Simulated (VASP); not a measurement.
Consider the following.

```yaml
crystal:
  lattice:
    - [3.00896, 0.00000, 0.00000]
    - [-1.50448, 2.60584, 0.00000]
    - [0.00000, 0.00000, 7.34581]
  atoms:
    - { symbol: Mg, position: [0.00000, 0.00000, 0.00000] }
    - { symbol: Zn, position: [0.33333, 0.66667, 0.66871] }
    - { symbol: Zn, position: [0.66667, 0.33333, 0.33129] }
    - { symbol: O, position: [0.33333, 0.66667, 0.16041] }
    - { symbol: O, position: [0.66667, 0.33333, 0.83959] }
    - { symbol: O, position: [0.00000, 0.00000, 0.50000] }
```

These are r2SCAN meta-GGA with spin-orbit coupling, VASP's PBE PAW potentials (set 64) (plane waves; VASP) values and carry that method's errors. Settings: 520 eV cut-off, 8×8×3 Γ-centred mesh, Gaussian smearing of 0.050 eV, potentials Mg Zn O.

**Question.** Give the energies of bands 33 to 46 at the high-symmetry points, in eV from the valence-band maximum.

**Answer.** 
| band | Γ | M | K | A | L | H |
|---|---|---|---|---|---|---|
| 33 | -1.03 | -2.49 | -3.20 | -1.33 | -2.92 | -2.88 |
| 34 | -1.03 | -2.49 | -3.20 | -1.33 | -2.92 | -2.88 |
| 35 | -1.02 | -2.45 | -2.96 | -1.30 | -2.26 | -2.87 |
| 36 | -1.02 | -2.45 | -2.96 | -1.30 | -2.26 | -2.87 |
| 37 | -0.96 | -1.64 | -2.63 | -0.60 | -2.13 | -2.08 |
| 38 | -0.96 | -1.64 | -2.63 | -0.60 | -2.13 | -2.08 |
| 39 | -0.95 | -1.20 | -1.07 | -0.59 | -1.57 | -1.37 |
| 40 | -0.95 | -1.20 | -1.07 | -0.59 | -1.57 | -1.37 |
| 41 | -0.01 | -0.72 | -1.07 | -0.12 | -0.17 | -1.37 |
| 42 | -0.01 | -0.72 | -1.07 | -0.12 | -0.17 | -1.37 |
| 43 | 0.00 | -0.34 | -0.54 | -0.11 | -0.12 | -0.86 |
| 44 | 0.00 | -0.34 | -0.54 | -0.11 | -0.12 | -0.86 |
| 45 | 2.58 | 6.12 | 8.22 | 3.85 | 6.52 | 8.37 |
| 46 | 2.58 | 6.12 | 8.22 | 3.85 | 6.52 | 8.37 |

The gap is direct, 2.58 eV, from the valence maximum at Γ to the conduction minimum at Γ.

The structure comes from a computed database's MgZn2O3 entry (P-3m1); how it stands against other phases isn't given here. It was relaxed first.
